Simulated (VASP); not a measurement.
A convergence study with VASP on GdN (rock salt): one setting is varied, all else stays as given below, so the limit is that of these other settings.

```yaml
crystal:
  lattice:
    - [0.00000, 2.49000, 2.49000]
    - [2.49000, 0.00000, 2.49000]
    - [2.49000, 2.49000, 0.00000]
  atoms:
    - { symbol: Gd, position: [0.00000, 0.00000, 0.00000] }
    - { symbol: N, position: [0.50000, 0.50000, 0.50000] }
```

The numbers are results of PBE GGA, VASP's PBE PAW potentials (set 64) (plane waves; VASP), not measurements. The tightest run used: 700 eV cut-off, 18×18×18 Γ-centred mesh, Gaussian smearing of 0.050 eV, potentials Gd_3 N.

The 4f electrons are frozen in the core of the lanthanide potential, so 4f levels, which can set the real gap, and their magnetism are missing.

| setting | E (eV/atom) | pressure (GPa) | irreducible k-points |
|---|---|---|---|
| 2×2×2 mesh | -7.5779 | 0.74 | 3 |
| 3×3×3 mesh | -7.9667 | 2.22 | 4 |
| 4×4×4 mesh | -8.0515 | 0.26 | 8 |
| 5×5×5 mesh | -8.0708 | 0.43 | 10 |

**Question.** These are the cheaper rows. Estimate the results at 18×18×18 mesh, and how far the last row shown lies from them.

**Answer.** 
```json
[
 {"quantity": "E (eV/atom)", "tightest run": "-8.0852", "last row shown is off by": "0.0144"},
 {"quantity": "pressure (GPa)", "tightest run": "-0.05", "last row shown is off by": "0.47"}
]
```

Left out are rungs that failed or repeat a setting and relaxations that didn't move; long series are thinned to 24 rows.

The compound is GdN in the rock salt structure. The cell was not relaxed at this level.
